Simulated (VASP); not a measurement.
All values below come from PBE GGA, VASP's PBE PAW potentials (set 64) (plane waves; VASP).

A VASP calculation is set up with these files.

**POSCAR**
```
PbTe
1
    0.0000000000     3.2800152782     3.2800152782
    3.2800152782     0.0000000000     3.2800152782
    3.2800152782     3.2800152782    -0.0000000000
Te Pb
1 1
Direct
  0.5000000000   0.5000000000   0.5000000000
  0.0000000000   0.0000000000   0.0000000000
```

KPOINTS:
```
Automatic mesh
0
Gamma
6 6 6
0 0 0
```

INCAR:
```
ALGO=Normal
EDIFF=1E-6
EDIFFG=-0.01
ENCUT=480
GGA=PE
IBRION=2
ISIF=3
ISMEAR=0
LASPH=.TRUE.
LCHARG=.FALSE.
LMAXMIX=4
LREAL=.FALSE.
LWAVE=.FALSE.
NELM=100
NSW=60
PREC=Accurate
SIGMA=0.05
SYSTEM=PbTe
```

POTCAR, in this order: Te Pb (PBE.64 set). Program: vasp_std.

The run wrote:

**OSZICAR**
```
       N       E                     dE             d eps       ncg     rms          rms(c)
DAV:   1     0.320873035333E+02    0.32087E+02   -0.35962E+03   288   0.823E+02
DAV:   2    -0.606893612856E+01   -0.38156E+02   -0.37081E+02   391   0.107E+02
DAV:   3    -0.766598411827E+01   -0.15970E+01   -0.15955E+01   370   0.267E+01
DAV:   4    -0.768043362583E+01   -0.14450E-01   -0.14449E-01   319   0.307E+00
DAV:   5    -0.768077784366E+01   -0.34422E-03   -0.34422E-03   331   0.438E-01    0.710E+00
DAV:   6    -0.754237046774E+01    0.13841E+00   -0.41808E-01   309   0.265E+00    0.440E+00
DAV:   7    -0.753896651880E+01    0.34039E-02   -0.16678E-01   321   0.188E+00    0.165E+00
DAV:   8    -0.753906505656E+01   -0.98538E-04   -0.24237E-02   290   0.826E-01    0.436E-01
DAV:   9    -0.753910281368E+01   -0.37757E-04   -0.15397E-03   300   0.231E-01    0.191E-01
DAV:  10    -0.753910379350E+01   -0.97982E-06   -0.24724E-04   293   0.950E-02    0.121E-02
DAV:  11    -0.753910866409E+01   -0.48706E-05   -0.45273E-05   309   0.386E-02    0.253E-02
DAV:  12    -0.753910937020E+01   -0.70612E-06   -0.97435E-06   325   0.168E-02
   1 F= -.75391094E+01 E0= -.75391094E+01  d E =-.753911E+01
```

### OUTCAR
```
------------------------ aborting loop because EDIFF is reached ----------------------------------------
  FORCE on cell =-STRESS in cart. coord.  units (eV):
  Direction    XX          YY          ZZ          XY          YZ          ZX
  --------------------------------------------------------------------------------------
  Total        0.0071619      0.0071619      0.0071619      0.0000000      0.0000000      0.0000000
  in kB        0.1625853      0.1625853      0.1625853      0.0000000      0.0000000      0.0000000
  external PRESSURE =       0.1625853 kB  Pullay stress =       0.0000000 kB
  volume of cell :       70.58
      direct lattice vectors                 reciprocal lattice vectors
     0.000000000  3.280015278  3.280015278    -0.152438314  0.152438314  0.152438314
     3.280015278  0.000000000  3.280015278     0.152438314 -0.152438314  0.152438314
     3.280015278  3.280015278  0.000000000     0.152438314  0.152438314 -0.152438314
  FREE ENERGIE OF THE ION-ELECTRON SYSTEM (eV)
  ---------------------------------------------------
  free  energy   TOTEN  =        -7.5391093702 eV

  energy  without entropy=       -7.5391093702  energy(sigma->0) =       -7.53910937

 reached required accuracy - stopping structural energy minimisation
```
(Selected blocks of OUTCAR.)

The compound is PbTe in the rock salt structure. It was relaxed first. The start is the result of an earlier pass.
